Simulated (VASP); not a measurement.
VASP input:

### KPOINTS
```
Automatic mesh
0
Gamma
9 9 9
0 0 0
```

INCAR:
```
ALGO=Normal
EDIFF=1E-6
EDIFFG=-0.02
ENCUT=520
GGA=PS
IBRION=2
ISIF=3
ISMEAR=1
LASPH=T
LCHARG=F
LMAXMIX=4
LREAL=F
LWAVE=F
NELM=100
NSW=60
PREC=Accurate
SIGMA=0.1
SYSTEM=Mo2N
```

File POSCAR:
```
Mo2N
1.0
 -2.1102056313   2.1102056313   3.9655956042
  2.1102056313  -2.1102056313   3.9655956042
  2.1102056313   2.1102056313  -3.9655956042
Mo N
4 2
Direct
  0.2611357728   0.2611357728   0.0000000000
  0.0111357728   0.5111357728   0.5000000000
  0.4888642272   0.9888642272   0.5000000000
  0.7388642272   0.7388642272   0.0000000000
  0.0000000000   0.0000000000   0.0000000000
  0.7500000000   0.2500000000   0.5000000000
```

POTCAR, in this order: Mo_sv N (PBE.64 set). Program: vasp_std.

Translate this PBEsol calculation to Quantum ESPRESSO's pw.x.

One equivalent input (not run):
```
&CONTROL
  calculation = 'vc-relax'
  pseudo_dir = './pseudo'
  outdir = './out'
  tprnfor = .true.
  tstress = .true.
  nstep = 60
  forc_conv_thr = 0.00078
/
&SYSTEM
  ibrav = 0
  nat = 6
  ntyp = 2
  ecutwfc = 84
  occupations = 'smearing'
  smearing = 'methfessel-paxton'
  degauss = 0.00735
  input_dft = 'pbesol'
/
&ELECTRONS
  conv_thr = 7.3e-08
  electron_maxstep = 100
/
&IONS
/
&CELL
/
ATOMIC_SPECIES
  Mo 95.950 Mo.upf
  N 14.007 N.upf
CELL_PARAMETERS angstrom
    -2.1102056    2.1102056    3.9655956
     2.1102056   -2.1102056    3.9655956
     2.1102056    2.1102056   -3.9655956
ATOMIC_POSITIONS crystal
  Mo   0.2611358  0.2611358  0.0000000
  Mo   0.0111358  0.5111358  0.5000000
  Mo   0.4888642  0.9888642  0.5000000
  Mo   0.7388642  0.7388642  0.0000000
  N    0.0000000  0.0000000  0.0000000
  N    0.7500000  0.2500000  0.5000000
K_POINTS automatic
  9 9 9 0 0 0
```
What does not carry over: the potentials are each code's own (VASP's PAW set, PseudoDojo norm-conserving files in pw.x), so ENCUT and ecutwfc are chosen apart and not converted; conv_thr bounds pw.x's estimated SCF error, while EDIFF bounds the energy change between steps; forc_conv_thr acts on force components and is met together with etot_conv_thr.

The structure comes from a measured Mo2N entry (I4_1/amd) of the Crystallography Open Database, whose conditions weren't checked. This run relaxes it. Symmetry was kept, so distortions that lower it aren't found. The start is the result of an earlier pass.
